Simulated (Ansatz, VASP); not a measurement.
**Cross-check of Ta (Ta wire along [110], 5 atoms a period) between VASP and Ansatz**

One calculation is typed for both programs; each brings its own data sets. How far apart do they land? Of the first pair: The structure shown is the start of the Ansatz relaxation below; VASP solves that cell, so the two are compared at the walk's first step.

Main program and level: Ansatz 0.2.0; plane waves, with VASP 6.6.1 beside it; PBE.

### 1. Set-up

The cell holds 34 atoms: 34 Ta. Its edges and angles: a = 10.120 Å, b = 9.148 Å, c = 30.822 Å, α = 90.0°, β = 90.0°, γ = 90.0°. Vacuum lies along a and b. The structure's axis is c.

### 2. Ansatz: relaxation, PBE

Ansatz runs on its default PAW (the set named soft_2) files.

The two programs are compared at the cell with which this relaxation starts, whose forces are those of its first step.

input.yaml

```yaml
crystal:
  lattice:
    - [10.12, 0.0, 0.0]
    - [0.0, 9.148, 0.0]
    - [0.0, 0.0, 30.8221919271]
  atoms:
    - { symbol: Ta, position: [0.453421292, 0.445708503, 0.0] }
    - { symbol: Ta, position: [0.346757347, 0.514946609, 0.071428571] }
    - { symbol: Ta, position: [0.58942621, 0.613744177, 0.071428571] }
    - { symbol: Ta, position: [0.569812994, 0.331086164, 0.071428571] }
    - { symbol: Ta, position: [0.704613779, 0.466091834, 0.0] }
    - { symbol: Ta, position: [0.453421292, 0.445708503, 0.142857143] }
    - { symbol: Ta, position: [0.346757347, 0.514946609, 0.214285714] }
    - { symbol: Ta, position: [0.58942621, 0.613744177, 0.214285714] }
    - { symbol: Ta, position: [0.569812994, 0.331086164, 0.214285714] }
    - { symbol: Ta, position: [0.704613779, 0.466091834, 0.142857143] }
    - { symbol: Ta, position: [0.453421292, 0.445708503, 0.285714286] }
    - { symbol: Ta, position: [0.349721774, 0.520412285, 0.357142857], spin: 0.6 }
    - { symbol: Ta, position: [0.58942621, 0.613744177, 0.357142857] }
    - { symbol: Ta, position: [0.569812994, 0.331086164, 0.357142857] }
    - { symbol: Ta, position: [0.704613779, 0.466091834, 0.285714286] }
    - { symbol: Ta, position: [0.346757347, 0.514946609, 0.5] }
    - { symbol: Ta, position: [0.58942621, 0.613744177, 0.5] }
    - { symbol: Ta, position: [0.569812994, 0.331086164, 0.5] }
    - { symbol: Ta, position: [0.704613779, 0.466091834, 0.428571429] }
    - { symbol: Ta, position: [0.453421292, 0.445708503, 0.571428571] }
    - { symbol: Ta, position: [0.346757347, 0.514946609, 0.642857143] }
    - { symbol: Ta, position: [0.58942621, 0.613744177, 0.642857143] }
    - { symbol: Ta, position: [0.569812994, 0.331086164, 0.642857143] }
    - { symbol: Ta, position: [0.704613779, 0.466091834, 0.571428571] }
    - { symbol: Ta, position: [0.453421292, 0.445708503, 0.714285714] }
    - { symbol: Ta, position: [0.346757347, 0.514946609, 0.785714286] }
    - { symbol: Ta, position: [0.58942621, 0.613744177, 0.785714286] }
    - { symbol: Ta, position: [0.569812994, 0.331086164, 0.785714286] }
    - { symbol: Ta, position: [0.704613779, 0.466091834, 0.714285714] }
    - { symbol: Ta, position: [0.453421292, 0.445708503, 0.857142857] }
    - { symbol: Ta, position: [0.346757347, 0.514946609, 0.928571429] }
    - { symbol: Ta, position: [0.58942621, 0.613744177, 0.928571429] }
    - { symbol: Ta, position: [0.569812994, 0.331086164, 0.928571429] }
    - { symbol: Ta, position: [0.704613779, 0.466091834, 0.857142857] }
magnetization:
  spin_polarized: true
kpoints:
  mp_grid: { grid: [1, 1, 1] }
scf:
  occupations: { method: fermi_dirac, width: 0.1 }
hamiltonian:
  xc: pbe
relax:
  constraints:
    - { sites: [0, 1, 2, 3, 4, 5, 6, 7, 8, 9, 24, 25, 26, 27, 28, 29, 30, 31, 32, 33] }
  f_tol: 0.06
  max_steps: 35
basis:
  ecutwfc: "350 eV"
```

The run is started by

```console
ansatz run input.yaml --threads 4 --pin off --max-ram 16384MiB --backend cpu --events-out ev --progress --plain --runs-dir out
```

Numbers of over 12 decimals in the logs are rounded to 6 here.

What it wrote:

```text
Warning: basis.ecutwfc = 350 eV is below the records' recommended 420 eV, and the density's cutoff is lower with it unless basis.ecutrho_ratio is high enough to keep the records' density cutoff: compare with a run at a higher cutoff
Engine: ansatz 0.2.0, aarch64-unknown-linux-gnu
Pseudopotentials: kind: paw
Pseudopotential: Ta, paw, valence charge 13, recommended cutoff 420 eV (normal), Ta.paw.azcp
Functional definition: PBE
  parameter kappa = 0.804
  parameter beta = 0.066725
  exchange = pbe_x(kappa = kappa, mu = beta*pi^2/3)
  correlation = pbe_c(beta = beta)
Crystal: 34 atoms, lattice volume = 2853.449 Å³
Basis set: ecut = 350 eV, 42379 PW (Γ), exchange–correlation on 128×120×384 points (8 copies of the dense FFT grid, shifted against one another)
Bands: 266, of which v1, the nominal top of the filled ones, is band 221 counted from 1 (220 counted from 0)
Symmetry: 1 space group operations
Space group: P1 (ITA 1), of the structure as read, at distance tolerance 1.4e-4 Å
Magnetic group: BNS 1.1 (UNI 1), of the structure as read, at distance tolerance 1.4e-4 Å
k-points: 1
Non-local potential: Ta, projectors of the file, l = 0: 3, l = 1: 2, l = 2: 2, l = 3: 1
PAW form: soft (Blöchl's): semilocal exchange-correlation on the pseudo side does not see the compensation charge
PAW one-centre angular grid: Ta, 590 points (default); XC on 64 Gauss nodes
Initial density: superposition of atomic densities (neutral atoms: chi_scale 0, normalization atom)
Starting moments: Σ|m| = 0.6 μB on 1 of 34 sites
Initial wavefunctions: pseudopotential atomic-orbital guess
Functional: x = pbe(κ = 0.804, μ = 0.219515), c = pbe(β = 0.066725)
SCF iter   1: F=—  HF=-337669.369287 eV  |F-HF|=—  |Δ(HF+E_count)|=         —  Δρ=2.26e-2 (↑2.26e-2 ↓2.25e-2)  dr2=3.17e2  dr2_m=1.53e-2  M=0.422 μB ∫|m|=0.588 μB  β_m=0.30  ethr=3.10e-3  ⟨swp⟩=9.0  Hψ=2307  notcnv=0
Mixer restart at iter 1: flushing history
preconditioner: auto → LDOS  [metal: Δε(μ)=0.041 eV  Ē_g=3.916 eV  σ=0.100 eV  W_gap=0.10  n_scr=380 (ndim 8)  ℏωp=9.1 eV  f_vac=0.535  D(μ)=25.29/eV (n_scr^D=98)]
spin=Collinear: LDOS preconditioning applied to the charge; magnetization (m = ρ↑ − ρ↓) channel mixes plain (no charge-response kernel on spin).
SCF iter   2: F=—  HF=-337618.377770 eV  |F-HF|=—  |Δ(HF+E_count)|=    5.10e1  Δρ=1.18e-2 (↑1.18e-2 ↓1.18e-2)  dr2=6.81e1  dr2_m=6.57e-3  M=0.398 μB ∫|m|=0.578 μB  β_m=0.39  ethr=3.10e-3  ⟨swp⟩=9.0  Hψ=1498  notcnv=0
SCF iter   3: F=—  HF=-337608.740972 eV  |F-HF|=—  |Δ(HF+E_count)|=    9.64e0  Δρ=4.26e-3 (↑4.26e-3 ↓4.21e-3)  dr2=3.32e0  dr2_m=1.76e-3  M=0.365 μB ∫|m|=0.574 μB  β_m=0.46  ethr=3.10e-3  ⟨swp⟩=9.5  Hψ=2010  notcnv=0
SCF iter   4: F=—  HF=-337608.723133 eV  |F-HF|=—  |Δ(HF+E_count)|=   1.78e-2  Δρ=1.75e-3 (↑1.75e-3 ↓1.72e-3)  dr2=4.32e-1  dr2_m=8.82e-4  M=0.324 μB ∫|m|=0.555 μB  β_m=0.58  ethr=7.51e-4  ⟨swp⟩=7.0  Hψ=1050  notcnv=0
SCF iter   5: F=—  HF=-337608.870351 eV  |F-HF|=—  |Δ(HF+E_count)|=   1.47e-1  Δρ=6.22e-4 (↑6.22e-4 ↓6.01e-4)  dr2=9.01e-2  dr2_m=4.02e-4  M=0.284 μB ∫|m|=0.526 μB  β_m=0.71  ethr=9.78e-5  ⟨swp⟩=2.0  Hψ=714  notcnv=0
SCF iter   6: F=—  HF=-337608.907324 eV  |F-HF|=—  |Δ(HF+E_count)|=         —  Δρ=2.43e-4 (↑2.43e-4 ↓2.35e-4)  dr2=7.95e-3  dr2_m=7.69e-4  M=0.202 μB ∫|m|=0.430 μB  β_m=0.71  ethr=2.04e-5  ⟨swp⟩=2.0  Hψ=704  notcnv=0
SCF iter   7: F=—  HF=-337608.908798 eV  |F-HF|=—  |Δ(HF+E_count)|=   1.47e-3  Δρ=1.41e-4 (↑1.37e-4 ↓1.41e-4)  dr2=1.65e-3  dr2_m=3.93e-4  M=0.170 μB ∫|m|=0.380 μB  β_m=0.82  ethr=1.80e-6  ⟨swp⟩=3.0  Hψ=863  notcnv=0
SCF iter   8: F=—  HF=-337608.909413 eV  |F-HF|=—  |Δ(HF+E_count)|=   6.15e-4  Δρ=1.04e-4 (↑1.01e-4 ↓1.04e-4)  dr2=7.33e-4  dr2_m=2.27e-4  M=0.143 μB ∫|m|=0.332 μB  β_m=0.91  ethr=3.74e-7  ⟨swp⟩=2.5  Hψ=913  notcnv=0
SCF iter   9: F=—  HF=-337608.909839 eV  |F-HF|=—  |Δ(HF+E_count)|=   4.26e-4  Δρ=6.40e-5 (↑6.40e-5 ↓6.35e-5)  dr2=2.71e-4  dr2_m=9.17e-5  M=0.105 μB ∫|m|=0.260 μB  β_m=0.96  ethr=1.66e-7  ⟨swp⟩=3.0  Hψ=1083  notcnv=0
SCF iter  10: F=—  HF=-337608.909958 eV  |F-HF|=—  |Δ(HF+E_count)|=   1.19e-4  Δρ=3.57e-5 (↑3.57e-5 ↓3.54e-5)  dr2=7.11e-5  dr2_m=2.74e-5  M=0.087 μB ∫|m|=0.221 μB  β_m=0.98  ethr=6.12e-8  ⟨swp⟩=3.0  Hψ=1065  notcnv=0
SCF iter  11: F=—  HF=-337608.910144 eV  |F-HF|=—  |Δ(HF+E_count)|=   1.86e-4  Δρ=2.82e-5 (↑2.46e-5 ↓2.82e-5)  dr2=7.41e-5  dr2_m=1.30e-5  M=0.058 μB ∫|m|=0.161 μB  β_m=0.99  ethr=1.61e-8  ⟨swp⟩=5.0  Hψ=1740  notcnv=0
SCF iter  12: F=-337608.910227 eV  HF=-337608.910238 eV  |F-HF|=1.13e-5  |Δ(HF+E_count)|=   9.44e-5  Δρ=1.75e-5 (↑1.67e-5 ↓1.75e-5)  dr2=2.74e-5  dr2_m=6.01e-6  M=0.032 μB ∫|m|=0.108 μB  ethr=1.61e-8  ⟨swp⟩=2.0  Hψ=1925  notcnv=0
[...]
SCF iter   3: F=—  HF=-337614.030072 eV  |F-HF|=—  |Δ(HF+E_count)|=   5.80e-5  Δρ=1.02e-4 (↑1.02e-4 ↓1.02e-4)  dr2=1.88e-3  dr2_m=8.30e-6  M=0.000 μB ∫|m|=0.002 μB  β_m=0.60  ethr=1.63e-6  ⟨swp⟩=2.0  Hψ=708  notcnv=0
SCF iter   4: F=—  HF=-337614.030177 eV  |F-HF|=—  |Δ(HF+E_count)|=   1.05e-4  Δρ=2.42e-5 (↑2.39e-5 ↓2.42e-5)  dr2=1.18e-4  dr2_m=1.91e-7  M=0.000 μB ∫|m|=0.001 μB  β_m=0.65  ethr=4.25e-7  ⟨swp⟩=2.0  Hψ=726  notcnv=0
[...]
SCF 21 converged in 8 iterations: F = -337614.030220 eV  dr2 = 8.48e-8
relax step  21: F+E_penalty+E_count = -337614.03021980 eV  Δ(F+E_penalty+E_count) = -7.239e-3 eV  max|allowed force component| = 5.641e-2 eV/Å  Δτ_max = 0.0340 Å  (8 SCF iters, accepted)
SCF converged after 8 iterations
Magnetization: 0.0000 μB (221.0000 up, 221.0000 down)
Absolute magnetization: 0.0002 μB (∫|ρ↑−ρ↓|, with the PAW one-centre terms)
Spin contamination: 0.0000 ħ² per cell (⟨S²⟩ above its minimum at these occupations)
Per-site moments (μB) at R_I (Å): [(-2.3617319357979248e-7, 1.044639), (1.220091304355398e-6, 1.044639), (-9.151291480643555e-7, 1.069762), (-7.050712532356459e-7, 1.069762), (2.641956290951336e-7, 1.051420), (-8.764075617472125e-7, 1.044639), (2.053759205662791e-6, 1.044639), (-1.0204203454226606e-6, 1.069762), (1.8670457142090074e-6, 1.069762), (-7.193080815870299e-7, 1.051420), (1.4616793373515774e-6, 1.063549), ( [...]
Free energy (F): -337614.030220 eV
Harris-Foulkes:  -337614.030220 eV  (|F-HF|=3.89e-8)
Internal energy: -337612.663541 eV  (E = F + TS)
E sigma→0 (E₀):  -337613.346880 eV
Entropy (-TS):   -1.366679 eV (-40.196 meV/atom)
Fermi energy:    1.554309 eV
--- Per-component energies (eV) ---
  E_band       = -11209.681235
  E_kinetic    = 12362.495303
  E_local      = -109449.028751  (includes V_loc(G=0)·N_el)
  E_nonlocal   = 565.013560
  E_hartree    = 47983.279031
  E_xc         = -7344.041912
  E_vxc        = -6824.694720  (∫ρ·V_xc dr)
  E_paw        = -285484.751271  (= ΣΔE_a)
  E_vpaw       = -3830.030770  (= ΣTr[D̂ρ^β])
  E_aug_tail   = 0.011574  (compensation charges beyond the density's cutoff)
  E_ewald      = 3754.358926
  E_smearing   = -1.366679  (= −TS)
  E_closure    = -0.000000  (closes the sum)
  Σ components = -337614.030220   (vs F -337614.030220, Δ=0.00e0)
--- Forces (eV/Å), atoms counted from 1 ---
  atom   1  Ta     0.09599784    -0.00382639     0.02941159
  atom   2  Ta    -0.14550284     0.03773781    -0.01118859
  atom   3  Ta     0.01668879    -0.06557251    -0.01466157
  atom   4  Ta     0.07157980     0.02046540    -0.03442983
  atom   5  Ta     0.03375406    -0.00146915    -0.00832021
  atom   6  Ta     0.03164556     0.07575001     0.16275145
  atom   7  Ta     0.47487606    -0.22558395     1.13918169
  atom   8  Ta     0.15629339    -0.48796945     0.11742127
  atom   9  Ta    -0.52419179     0.63714476     0.62842301
  atom  10  Ta    -0.07733845    -0.01529655    -0.08931597
  atom  11  Ta    -0.03663933    -0.03315596    -0.00364807
  atom  12  Ta     0.00744818    -0.01709213    -0.03130702
  atom  13  Ta    -0.00428628     0.04834206     0.02204916
  atom  14  Ta    -0.01058216     0.02561891     0.01257457
  atom  15  Ta     0.02348950    -0.01227972    -0.01503702
  atom  16  Ta    -0.00022936    -0.03859994    -0.01420121
  atom  17  Ta    -0.01437354     0.05641453    -0.00782473
  atom  18  Ta     0.02651328    -0.00674724     0.00375471
  atom  19  Ta     0.02876231     0.01403717     0.00371728
  atom  20  Ta     0.00093959    -0.03397322     0.03236326
  atom  21  Ta     0.01068486    -0.00117204    -0.00176275
  atom  22  Ta     0.00752713     0.02981768    -0.00400449
  atom  23  Ta    -0.00359117     0.00708046     0.00921710
  atom  24  Ta    -0.02567374    -0.00720541    -0.01198440
  atom  25  Ta     0.75354363    -0.01069563    -1.68185539
  atom  26  Ta    -0.07791470     0.05250149     0.04848210
  atom  27  Ta    -0.02374483    -0.19608464    -0.16006198
  atom  28  Ta     0.07560920    -0.01321276    -0.09845365
  atom  29  Ta    -0.73938776     0.16030063    -0.04052060
  atom  30  Ta    -0.05131122     0.05511162     0.10279987
  atom  31  Ta    -0.12732151     0.02463989    -0.02160892
  atom  32  Ta    -0.02498638    -0.07251951    -0.01509067
  atom  33  Ta    -0.00489113     0.00205029    -0.03578280
  atom  34  Ta     0.07653079    -0.00450247    -0.01101909
  max |Σ_I F_I| component: 8.22e-5 eV/Å
--- Relaxed structure (21 steps of the walk, 20 accepted, 0 SCFs on fresh bases) ---
  F+E_penalty+E_count = -337614.03021980 eV   max|allowed force component| = 5.641e-2 eV/Å
  atoms:
    - { symbol: Ta, position: [0.453421, 0.445709, 0.0] }
    - { symbol: Ta, position: [0.346757, 0.514947, 0.071428571] }
    - { symbol: Ta, position: [0.589426, 0.613744, 0.071428571] }
    - { symbol: Ta, position: [0.569812994, 0.331086, 0.071428571] }
    - { symbol: Ta, position: [0.704614, 0.466092, 0.0] }
    - { symbol: Ta, position: [0.453421, 0.445709, 0.142857143] }
    - { symbol: Ta, position: [0.346757, 0.514947, 0.214286] }
    - { symbol: Ta, position: [0.589426, 0.613744, 0.214286] }
    - { symbol: Ta, position: [0.569812994, 0.331086, 0.214286] }
    - { symbol: Ta, position: [0.704614, 0.466092, 0.142857143] }
    - { symbol: Ta, position: [0.457549, 0.473480, 0.293753] }
    - { symbol: Ta, position: [0.465713, 0.631188, 0.391137] }
    - { symbol: Ta, position: [0.631973, 0.665884, 0.326096] }
    - { symbol: Ta, position: [0.597494, 0.396111, 0.372311] }
    - { symbol: Ta, position: [0.709338, 0.451308, 0.282815] }
    - { symbol: Ta, position: [0.434801, 0.419886, 0.448478] }
    - { symbol: Ta, position: [0.525875, 0.622003, 0.500987] }
    - { symbol: Ta, position: [0.648386, 0.341062, 0.482191] }
    - { symbol: Ta, position: [0.686814, 0.577015, 0.433723] }
    - { symbol: Ta, position: [0.481159, 0.396782, 0.554278] }
    - { symbol: Ta, position: [0.360082, 0.446233, 0.631205] }
    - { symbol: Ta, position: [0.577535, 0.593070, 0.632224] }
    - { symbol: Ta, position: [0.594379, 0.324434, 0.638730] }
    - { symbol: Ta, position: [0.708783, 0.501715, 0.553210] }
    - { symbol: Ta, position: [0.453421, 0.445709, 0.714285714] }
    - { symbol: Ta, position: [0.346757, 0.514947, 0.785714] }
    - { symbol: Ta, position: [0.589426, 0.613744, 0.785714] }
    - { symbol: Ta, position: [0.569812994, 0.331086, 0.785714] }
    - { symbol: Ta, position: [0.704614, 0.466092, 0.714285714] }
    - { symbol: Ta, position: [0.453421, 0.445709, 0.857142857] }
    - { symbol: Ta, position: [0.346757, 0.514947, 0.928571429] }
    - { symbol: Ta, position: [0.589426, 0.613744, 0.928571429] }
    - { symbol: Ta, position: [0.569812994, 0.331086, 0.928571429] }
    - { symbol: Ta, position: [0.704614, 0.466092, 0.857142857] }
```

Reading the cycles: dr2 is the Hartree energy of the density residual (eV), the measure of convergence; HF is the Harris–Foulkes estimate of the energy, which meets the free energy F at convergence.

### 3. VASP: single point, PBE, start cell, pair 1

The same cell, functional, mesh and smearing now go to VASP, with its own data sets.

Lines of VASP's logs that name or quote its potential files are left out, and so is its time.

INCAR

```
SYSTEM = Ta
PREC = Accurate
ENCUT = 400
EDIFF = 1E-06
NELM = 200
ISMEAR = -1
SIGMA = 0.1
LREAL = Auto
ALGO = Normal
GGA = PE
NBANDS = 216
ISPIN = 2
MAGMOM = -0 0 -0 -0 0 -0 0 -0 0 -0 0 0 0 -0 -0 -0 0 0 -0 0 0 0 0 0 -0 0 0 -0 0 0 0 -0 0 0
LASPH = .TRUE.
LMAXMIX = 4
LORBIT = 11
LWAVE = .FALSE.
LCHARG = .FALSE.
ISIF = 2
GGA_COMPAT = .FALSE.
```

POSCAR

```
Ta
1.0
   10.1200000000      0.0000000000      0.0000000000
    0.0000000000      9.1480000000      0.0000000000
    0.0000000000      0.0000000000     30.8221919271
Ta
34
Direct
    0.4534212451      0.4457084609      0.0000000000
    0.3467573123      0.5149466550      0.0714285670
    0.5894261858      0.6137442064      0.0714285670
    0.5698129447      0.3310861390      0.0714285670
    0.7046137352      0.4660918233      0.0000000000
    0.4534212451      0.4457084609      0.1428571339
    0.3467573123      0.5149466550      0.2142857009
    0.5894261858      0.6137442064      0.2142857009
    0.5698129447      0.3310861390      0.2142857009
    0.7046137352      0.4660918233      0.1428571339
    0.4534212451      0.4457084609      0.2857143003
    0.3497217391      0.5204123306      0.3571428673
    0.5894261858      0.6137442064      0.3571428673
    0.5698129447      0.3310861390      0.3571428673
    0.7046137352      0.4660918233      0.2857143003
    0.3467573123      0.5149466550      0.5000000012
    0.5894261858      0.6137442064      0.5000000012
    0.5698129447      0.3310861390      0.5000000012
    0.7046137352      0.4660918233      0.4285714342
    0.4534212451      0.4457084609      0.5714285681
    0.3467573123      0.5149466550      0.6428571351
    0.5894261858      0.6137442064      0.6428571351
    0.5698129447      0.3310861390      0.6428571351
    0.7046137352      0.4660918233      0.5714285681
    0.4534212451      0.4457084609      0.7142857021
    0.3467573123      0.5149466550      0.7857143015
    0.5894261858      0.6137442064      0.7857143015
    0.5698129447      0.3310861390      0.7857143015
    0.7046137352      0.4660918233      0.7142857021
    0.4534212451      0.4457084609      0.8571428684
    0.3467573123      0.5149466550      0.9285714354
    0.5894261858      0.6137442064      0.9285714354
    0.5698129447      0.3310861390      0.9285714354
    0.7046137352      0.4660918233      0.8571428684
```

KPOINTS

```
Automatic mesh
0
Gamma
1 1 1
0 0 0
```

Potentials, in the order of the species: Ta_pv (PBE family, release 64).

The run is started by

```console
mpirun -np 4 vasp_gam
```

What it wrote:

```text
[banner, memory and clock lines left out]
running    4 mpi-ranks, on    1 nodes
[...]
LDA part: xc-table for (Slater+PW92), standard interpolation
 POSCAR, INCAR and KPOINTS ok, starting setup
[...]
entering main loop
       N       E                     dE             d eps       ncg     rms          rms(c)
DAV:   1     0.299007440859E+04    0.29901E+04   -0.19457E+05  1128   0.122E+03
DAV:   2    -0.968401673261E+02   -0.30869E+04   -0.30219E+04  1008   0.345E+02
DAV:   3    -0.345052658036E+03   -0.24821E+03   -0.23648E+03  1128   0.703E+01
DAV:   4    -0.365427241572E+03   -0.20375E+02   -0.19345E+02  1136   0.156E+01
[...]
DAV:  31    -0.314611136580E+03   -0.94369E-05   -0.16075E-05   856   0.104E-02    0.554E-03
DAV:  32    -0.314611142477E+03   -0.58969E-05   -0.91407E-06   864   0.617E-03    0.447E-03
DAV:  33    -0.314611143456E+03   -0.97849E-06   -0.30301E-06   672   0.390E-03
   1 F= -.31461114E+03 E0= -.31387028E+03  d E =-.148172E+01  mag=    -0.0172
```

From OUTCAR (step 3):

```text
  Total       -6.8348406    -10.4679488    -12.1373751      1.7609551      0.0595407     -0.1287990
  in kB       -3.8376802     -5.8776265     -6.8149891      0.9887550      0.0334314     -0.0723191
  external PRESSURE =      -5.5100986 kB  Pullay stress =       0.0000000 kB

 POSITION                                       TOTAL-FORCE (eV/Angst)
 -----------------------------------------------------------------------------------
      4.58862      4.07734      0.00000         0.076729     -0.003365     -0.005807
      3.50918      4.71073      2.20159        -0.148726      0.039777     -0.018136
      5.96499      5.61453      2.20159        -0.013643     -0.081034      0.002824
      5.76651      3.02878      2.20159         0.011418      0.069949      0.015560
      7.13069      4.26381      0.00000         0.046819     -0.006061     -0.004255
      4.58862      4.07734      4.40317         0.103988      0.000057     -0.016223
      3.50918      4.71073      6.60476        -0.193217      0.131397      0.023594
      5.96499      5.61453      6.60476        -0.127009     -0.130264     -0.064539
      5.76651      3.02878      6.60476        -0.035912      0.191458     -0.006799
      7.13069      4.26381      4.40317         0.034033     -0.050765      0.038545
      4.58862      4.07734      8.80634        -0.062676     -0.325926      0.015695
      3.53918      4.76073     11.00793         1.093942     -0.584966      1.161729
      5.96499      5.61453     11.00793         0.197317     -0.358957      0.076177
      5.76651      3.02878     11.00793        -0.329373      1.270223      0.906379
[...]
-----------------------------------------------------------------------------------
    total drift:                               -0.014436      0.025831     -0.000142

  FREE ENERGIE OF THE ION-ELECTRON SYSTEM (eV)
  ---------------------------------------------------
  free  energy   TOTEN  =      -314.6111434558 eV

  energy  without entropy=     -313.1294242497  energy(sigma->0) =     -313.87028385

 magnetization (x)
# of ion       s       p       d       tot
------------------------------------------
    1       -0.000   0.000   0.000   0.000
    2        0.000  -0.000   0.000   0.000
    3        0.000   0.000   0.000   0.000
    4       -0.000   0.000   0.000   0.000
    5        0.000   0.000   0.000   0.000
    6       -0.000   0.000  -0.000  -0.000
    7        0.000  -0.000   0.000   0.000
    8        0.000   0.000   0.000   0.000
    9       -0.000  -0.000  -0.000  -0.000
   10        0.000   0.000   0.000   0.000
   11        0.000  -0.000  -0.000  -0.000
   12       -0.000   0.000   0.001   0.001
   13       -0.000  -0.000  -0.000  -0.000
[...]
--------------------------------------------------
tot         -0.000  -0.001  -0.008  -0.009

[... 3 further parts left out ...]
[key lines of the parts left out:]
E-fermi :  -1.2609
```

(Continued in part 2 of 2.)

[Lines on the potential files, build, host, timing and source positions are cut from VASP's logs without a mark.]

[Logs are printed without paths, hosts, clocks, repeated set-up lines and the standing remarks that a program may print on its own settings, such as how far it seeks lower states.]

[Hosts, paths, dates, database ids (printed as entryN), source tags and the programs' standing remarks are cut or masked in the printed files.]
